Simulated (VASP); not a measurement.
```
CELL_PARAMETERS angstrom
      2.15000    -3.72391     0.00000
      2.15000     3.72391     0.00000
      0.00000     0.00000     7.01000
ATOMIC_POSITIONS crystal
  Cd 0.66667 0.33333 0.50000
  Cd 0.33333 0.66667 0.00000
  Se 0.66667 0.33333 0.87600
  Se 0.33333 0.66667 0.37600
```

The base run (VASP): PBE GGA, plane waves, VASP's PBE PAW potentials (set 64). Numerical set-up: 400 eV cut-off, 7×7×4 Γ-centred mesh, Gaussian smearing of 0.050 eV, potentials Cd Se.

One setting is varied; ΔE counts from the base run. The base run took about 30 core-seconds. The timings are rough (shared machines, no repeats); factors under 2 mean little.

Pressures at a finite cut-off, here 400 eV, hold a Pulay part, which wasn't tested here.

```json
[
 {"setting": "KPOINTS 2×2×1 Monkhorst-Pack mesh", "cost over the base run": "about 1/4", "electronic steps": "14", "ΔE (meV/atom)": "-122.4", "pressure (GPa)": "2.11"},
 {"setting": "KPOINTS 3×3×2 Monkhorst-Pack mesh", "cost over the base run": "about 1/4", "electronic steps": "14", "ΔE (meV/atom)": "47.3", "pressure (GPa)": "3.44"},
 {"setting": "KPOINTS 5×5×3 Monkhorst-Pack mesh", "cost over the base run": "within a factor of 2", "electronic steps": "14", "ΔE (meV/atom)": "3.7", "pressure (GPa)": "2.96"},
 {"setting": "KPOINTS 7×7×4 Monkhorst-Pack mesh", "cost over the base run": "within a factor of 2", "electronic steps": "14", "ΔE (meV/atom)": "-0.3", "pressure (GPa)": "2.93"},
 {"setting": "base run", "cost over the base run": "reference", "electronic steps": "14", "ΔE (meV/atom)": "0.0", "pressure (GPa)": "2.93"}
]
```

Left out are runs that failed, have no time on record or changed the cell.

The compound is CdSe in the wurtzite structure. The cell was not relaxed at this level.
